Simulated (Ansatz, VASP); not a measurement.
# Si10BC183 (annealed Voronoi polycrystal of C with 5 % Si on C sites (3 grains at the start)): VASP beside Ansatz, part 2 of 2

One calculation is typed for both programs; each brings its own data sets. How far apart do they land? Of the first pair: The structure shown is the start of the Ansatz relaxation below; VASP solves that cell, so the two are compared at the walk's first step.

VASP 6.6.1 and Ansatz 0.2.0.

So far. Step 4 (Side by side): The forces differ by 20 meV/Å r.m.s., which is 5.9 % of the r.m.s. force of 0.332 eV/Å (both taken over all components).

## 5. Ansatz: relaxation, PBE

Level of this step: Ansatz beside VASP: Kohn-Sham DFT, plane waves, PBE (Ansatz).

This run makes the geometry at which the two programs are then compared.

The structure compared here is the end of the Ansatz relaxation.

The input, input.yaml:

```yaml
crystal:
  lattice:
    - [13.25235, 0.0, 0.0]
    - [0.0, 10.43381, 0.0]
    - [0.0, 0.0, 11.14608]
  atoms:
    - { symbol: C, position: [0.99006, 0.19812, 0.52375] }
    - { symbol: C, position: [0.91279, 0.56831, 0.06355] }
    - { symbol: C, position: [0.9942, 0.16682, 0.39665] }
[... 9 atom lines left out ...]
    - { symbol: C, position: [0.56823, 0.37627, 0.54049] }
[... 1 atom line left out ...]
    - { symbol: C, position: [0.54877, 0.25029, 0.34516] }
    - { symbol: C, position: [0.56551, 0.10376, 0.07263] }
[... 2 atom lines left out ...]
    - { symbol: C, position: [0.6928, 0.32921, 0.25244] }
[... 1 atom line left out ...]
    - { symbol: C, position: [0.62444, 0.48926, 0.03738] }
    - { symbol: C, position: [0.7255, 0.54563, 0.07537] }
[... 1 atom line left out ...]
    - { symbol: Si, position: [0.73952, 0.26217, 0.08966] }
    - { symbol: C, position: [0.87978, 0.33928, 0.12006] }
[... 6 atom lines left out ...]
    - { symbol: C, position: [0.71267, 0.64955, 0.58886] }
    - { symbol: C, position: [0.86135, 0.37948, 0.67039] }
    - { symbol: Si, position: [0.57345, 0.7648, 0.447] }
    - { symbol: C, position: [0.6877, 0.71214, 0.37178] }
    - { symbol: C, position: [0.68445, 0.68354, 0.24754] }
    - { symbol: C, position: [0.91322, 0.70799, 0.23668] }
    - { symbol: C, position: [0.7174, 0.61968, 0.4578] }
    - { symbol: C, position: [0.91284, 0.63843, 0.44441] }
[... 5 atom lines left out ...]
    - { symbol: C, position: [0.84798, 0.36083, 0.54508] }
[... 1 atom line left out ...]
    - { symbol: C, position: [0.71413, 0.46329, 0.29071] }
    - { symbol: C, position: [0.94234, 0.4845, 0.27403] }
    - { symbol: C, position: [0.9104, 0.46264, 0.152] }
    - { symbol: C, position: [0.92114, 0.61101, 0.31815] }
[... 1 atom line left out ...]
    - { symbol: C, position: [0.95091, 0.68999, 0.11548] }
[... 27 atom lines left out ...]
    - { symbol: C, position: [0.17626, 0.88022, 0.36468] }
[... 8 atom lines left out ...]
    - { symbol: C, position: [0.22668, 0.74333, 0.43202] }
[... 7 atom lines left out ...]
    - { symbol: C, position: [0.46898, 0.78164, 0.09813] }
[... 9 atom lines left out ...]
    - { symbol: C, position: [0.47715, 0.69543, 0.99602] }
[... 5 atom lines left out ...]
    - { symbol: C, position: [0.64236, 0.35753, 0.97418] }
    - { symbol: C, position: [0.28442, 0.79522, 0.01143] }
    - { symbol: C, position: [0.07, 0.8296, 0.97833] }
[... 3 atom lines left out ...]
    - { symbol: C, position: [0.10029, 0.61792, 0.87972] }
[... 7 atom lines left out ...]
    - { symbol: C, position: [0.6858, 0.03302, 0.81202] }
[... 30 atom lines left out ...]
    - { symbol: C, position: [0.20492, 0.93825, 0.77475] }
    - { symbol: C, position: [0.16286, 0.01034, 0.87369] }
    - { symbol: C, position: [0.16163, 0.14544, 0.8716] }
    - { symbol: C, position: [0.15048, 0.26889, 0.67227] }
    - { symbol: C, position: [0.47862, 0.12734, 0.32589] }
[... 2 atom lines left out ...]
    - { symbol: C, position: [0.28734, 0.1209, 0.36661] }
[... 9 atom lines left out ...]
    - { symbol: C, position: [0.91194, 0.95497, 0.8435] }
    - { symbol: C, position: [0.89047, 0.77048, 0.62982] }
[... 8 atom lines left out ...]
    - { symbol: Si, position: [0.31187, 0.87973, 0.86884] }
[... 2 atom lines left out ...]
    - { symbol: C, position: [0.61405, 0.74292, 0.61767] }
    - { symbol: C, position: [0.42052, 0.93632, 0.59982] }
[... 4 atom lines left out ...]
    - { symbol: C, position: [0.11828, 0.90908, 0.57529] }
kpoints:
  mp_grid: { grid: [1, 1, 1] }
hamiltonian:
  xc: pbe
scf:
  occupations: { method: fermi_dirac, width: 0.05 }
output:
  forces: true
  eigenvalues: true
relax:
  f_tol: 0.05
  max_steps: 90
```

Run with:

```
> ansatz run input.yaml --threads 4 --pin off --max-ram 8192MiB --backend cpu --events-out ev --progress --plain --runs-dir out
```

Numbers of over 12 decimals in the logs are rounded to 6 here.

What it wrote:

```text
[...]
Crystal: 194 atoms, lattice volume = 1541.196 Å³
Basis set: ecut = 420 eV, 30163 PW (Γ), exchange–correlation on 180×144×150 points (8 copies of the dense FFT grid, shifted against one another)
Bands: 582, of which v1, the nominal top of the filled ones, is band 388 counted from 1 (387 counted from 0)
Symmetry: 1 space group operations
[...]
k-points: 1
[...]
- { symbol: Si, position: [0.613147, 0.794991, 0.140314] }
[...]
- { symbol: Si, position: [0.196808, 0.211775, 0.121882] }
[...]
- { symbol: Si, position: [0.291203, 0.508260, 0.819823] }
[...]
- { symbol: Si, position: [0.702857, 0.158655, 0.692103] }
[...]
- { symbol: Si, position: [0.310862, 0.880147, 0.869230] }
[...]
- { symbol: C, position: [0.187318, 0.974848, 0.646174] }
    - { symbol: C, position: [0.431533, 0.043848, 0.517459] }
    - { symbol: C, position: [0.388286, 0.740349, 0.676867] }
    - { symbol: C, position: [0.118454, 0.908189, 0.575792] }
```

## 6. VASP: single point, PBE, relaxed cell, pair 2

The same cell, functional, mesh and smearing now go to VASP, with its own data sets.

The input, INCAR:

```
SYSTEM = Si10BC183
PREC = Accurate
ENCUT = 520
EDIFF = 1E-06
NELM = 120
ISMEAR = -1
SIGMA = 0.05
LREAL = Auto
ALGO = Normal
GGA = PE
NBANDS = 523
LORBIT = 11
LWAVE = .FALSE.
LCHARG = .FALSE.
ISIF = 2
LASPH = .TRUE.
GGA_COMPAT = .FALSE.
```

The input, POSCAR:

```
Si10BC183
1.0
   13.2523500000      0.0000000000      0.0000000000
    0.0000000000     10.4338100000      0.0000000000
    0.0000000000      0.0000000000     11.1460800000
C Si B
183 10 1
Direct
    0.9908700000      0.1968100000      0.5232700000
    0.9124900000      0.5691400000      0.0651000000
    0.9942000000      0.1649000000      0.3964400000
[... 9 atom lines left out ...]
    0.7244000000      0.5645100000      0.2078600000
[... 1 atom line left out ...]
    0.5656400000      0.1033600000      0.0720700000
    0.6537800000      0.1208600000      0.1352500000
[... 2 atom lines left out ...]
    0.6730400000      0.0902700000      0.3544400000
[... 1 atom line left out ...]
    0.7253900000      0.5459800000      0.0755600000
    0.8068000000      0.5730100000      0.0044500000
[... 1 atom line left out ...]
    0.6501000000      0.0410500000      0.2438800000
    0.9777600000      0.1369600000      0.0862900000
[... 6 atom lines left out ...]
    0.6878100000      0.7131300000      0.3719700000
    0.6859300000      0.6856500000      0.2471600000
    0.9144800000      0.7074400000      0.2401400000
    0.7181000000      0.6212500000      0.4578000000
    0.9147200000      0.6368100000      0.4460700000
    0.8759400000      0.8270300000      0.2804100000
    0.6707700000      0.2341300000      0.3614400000
    0.9713600000      0.2550000000      0.3078300000
[... 5 atom lines left out ...]
    0.9228500000      0.6090500000      0.3201400000
[... 1 atom line left out ...]
    0.9501500000      0.6908900000      0.1175500000
    0.0230100000      0.7815000000      0.0868300000
    0.0077000000      0.0245200000      0.3845200000
    0.9592900000      0.2503100000      0.1693500000
[... 1 atom line left out ...]
    0.8891400000      0.7628700000      0.4917500000
[... 27 atom lines left out ...]
    0.1338500000      0.8123300000      0.2553000000
[... 8 atom lines left out ...]
    0.5721600000      0.9357800000      0.2285000000
[... 7 atom lines left out ...]
    0.0543100000      0.8536200000      0.1911300000
[... 9 atom lines left out ...]
    0.0691800000      0.8295800000      0.9795900000
[... 5 atom lines left out ...]
    0.1362100000      0.9369200000      0.9845000000
    0.9082000000      0.1101500000      0.9687900000
    0.7953700000      0.1665400000      0.9505200000
[... 3 atom lines left out ...]
    0.8628800000      0.0407100000      0.5433600000
[... 7 atom lines left out ...]
    0.7314200000      0.0510100000      0.9163100000
[... 30 atom lines left out ...]
    0.8246700000      0.9156100000      0.0509700000
    0.7312200000      0.9401200000      0.9917900000
    0.6511200000      0.8501300000      0.9857000000
    0.8955900000      0.9667600000      0.9627500000
    0.9072200000      0.9801000000      0.4411200000
[... 2 atom lines left out ...]
    0.9147100000      0.9583800000      0.8382200000
[... 9 atom lines left out ...]
    0.8769000000      0.8561900000      0.4054200000
    0.6169200000      0.0228600000      0.4541100000
[... 8 atom lines left out ...]
    0.7395500000      0.2620100000      0.0886700000
[... 2 atom lines left out ...]
    0.0328400000      0.0217000000      0.2104700000
    0.6131500000      0.7949900000      0.1403100000
[... 4 atom lines left out ...]
    0.8395400000      0.8984600000      0.1771500000
```

The input, KPOINTS:

```
Automatic mesh
0
Gamma
1 1 1
0 0 0
```

The projector-augmented-wave data sets are C, Si and B (PBE family, release 64).

Run with:

```
> export OMP_NUM_THREADS=3
> mpirun -np 1 vasp_gam
```

What it wrote:

```text
[... set-up lines as in an earlier step ...]
 entering main loop
       N       E                     dE             d eps       ncg     rms          rms(c)
DAV:   1     0.527191515363E+04    0.52719E+04   -0.45293E+05  1054   0.149E+03
DAV:   2    -0.115226530501E+04   -0.64242E+04   -0.60348E+04  1297   0.337E+02
DAV:   3    -0.168134583779E+04   -0.52908E+03   -0.51239E+03  1284   0.927E+01
DAV:   4    -0.169724238407E+04   -0.15897E+02   -0.15733E+02  1244   0.171E+01
[...]
DAV:  18    -0.160242474984E+04   -0.11961E-04   -0.41247E-05  1204   0.954E-03    0.101E-02
DAV:  19    -0.160242475448E+04   -0.46435E-05   -0.10334E-05  1204   0.483E-03    0.453E-03
DAV:  20    -0.160242475521E+04   -0.72598E-06   -0.22394E-06   860   0.223E-03
   1 F= -.16024248E+04 E0= -.16023424E+04  d E =-.164727E+00
```

OUTCAR, selected parts (step 6):

```text
  FREE ENERGIE OF THE ION-ELECTRON SYSTEM (eV)
  ---------------------------------------------------
  free  energy   TOTEN  =     -1602.4247552097 eV

  energy  without entropy=    -1602.2600286685  energy(sigma->0) =    -1602.34239194
```

The run ends at a pressure of 1.36 GPa, with forces up to 0.076 eV/Å.

## 7. Side by side

At this near-relaxed geometry the largest component of a force difference is 72 meV/Å.

## 8. Results

| Quantity | Value |
| --- | --- |
| r.m.s. force difference (single point, PBE, start cell, pair 1) | 5.9 % of the r.m.s. force |
| r.m.s. force difference (single point, PBE, relaxed cell, pair 2) | 19 meV/Å |

In words: The r.m.s. force difference is 5.9 % of the r.m.s. force (single point, PBE, start cell, pair 1), beyond the 3 % picked in this series as the mark of a large difference. What causes the difference of the single point, PBE, start cell, pair 1 pair stays open here. What causes the difference of the single point, PBE, relaxed cell, pair 2 pair stays open here. How closely two codes agree says nothing of how well the functional describes the real material.

[Lines on the potential files, build, host, timing and source positions are cut from VASP's logs without a mark.]

[Logs are printed without paths, hosts, clocks, repeated set-up lines and the standing remarks that a program may print on its own settings, such as how far it seeks lower states.]

[Hosts, paths, dates, database ids (printed as entryN), source tags and the programs' standing remarks are cut or masked in the printed files.]
